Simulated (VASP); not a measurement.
MgTe (wurtzite):

```xyz
4
Lattice="2.2750 -3.9404 0.0000 2.2750 3.9404 0.0000 0.0000 0.0000 7.3900" Properties=species:S:1:pos:R:3 pbc="T T T"
Mg     2.2750    -1.3135     3.6950
Mg     2.2750     1.3135     0.0000
Te     2.2750    -1.3135     6.4736
Te     2.2750     1.3135     2.7786
```

The lowest empty band near Γ, direction c, from PBE with spin-orbit coupling in VASP (PAW); its two spin partners are averaged. The gap over the points computed is 2.28 eV, and the next band on that side lies 0.46 eV away at the edge.

Numerical set-up: 400 eV cut-off, 6×6×4 Γ-centred mesh, Gaussian smearing of 0.050 eV, potentials Mg Te.

```csv
distance from the edge in k (1/Å),distance in energy (meV)
0.012,3.4
0.018,7.8
0.025,14.9
0.035,29.1
0.050,58.5
```

**Question.** Fit E(1 + αE) = ħ²k²/2m* (ħ²/2m0 = 3.810 eV Å²) and predict the row at 0.070 1/Å.

**Answer.** Least squares on the energies gives the electron mass m* = 0.158 m0 and α = 0.49 per eV, and so 111.8 meV. The run gave 111.4 meV, -0.4 meV from the fit.

Left out are points under 3 meV from the edge, since the levels carry 0.1 meV, and points farther than half the way to the next band.

The compound is MgTe in the wurtzite structure. The cell was not relaxed at this level.
